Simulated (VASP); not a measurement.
Given:

```
CELL_PARAMETERS angstrom
      3.52028     0.00000     0.00000
      0.00000     3.52028     0.00000
      0.00000     0.00000     3.52028
ATOMIC_POSITIONS crystal
  Al 0.00000 0.00000 0.00000
  Ni 0.00000 0.50000 0.50000
  Ni 0.50000 0.00000 0.50000
  Ni 0.50000 0.50000 0.00000
```
Starting moments (μB, in the order of the record's atoms Al Ni Ni Ni): 0.0 0.2 0.2 0.2.

These are PBEsol GGA, VASP's PBE PAW potentials (set 64) (plane waves; VASP) values and carry that method's errors. Run with 520 eV cut-off, 10×10×10 Γ-centred mesh, tetrahedra with Blöchl corrections, potentials Al Ni.

The cores are frozen, which limits the accuracy of field gradients.

**Question.** Give the principal components of the electric field gradient (V/Å²) and the asymmetry η at each nucleus.

**Answer.** 
```json
[
 {"atom": "Al1", "Vxx": "0.0", "Vyy": "0.0", "Vzz": "0.0", "η": "-"},
 {"atom": "Ni2", "Vxx": "4.9", "Vyy": "4.9", "Vzz": "-9.8", "η": "0.00"},
 {"atom": "Ni3", "Vxx": "4.9", "Vyy": "4.9", "Vzz": "-9.8", "η": "0.00"},
 {"atom": "Ni4", "Vxx": "4.9", "Vyy": "4.9", "Vzz": "-9.8", "η": "0.00"}
]
```

The compound is Ni3Al in the L1_2 structure. It was relaxed first.
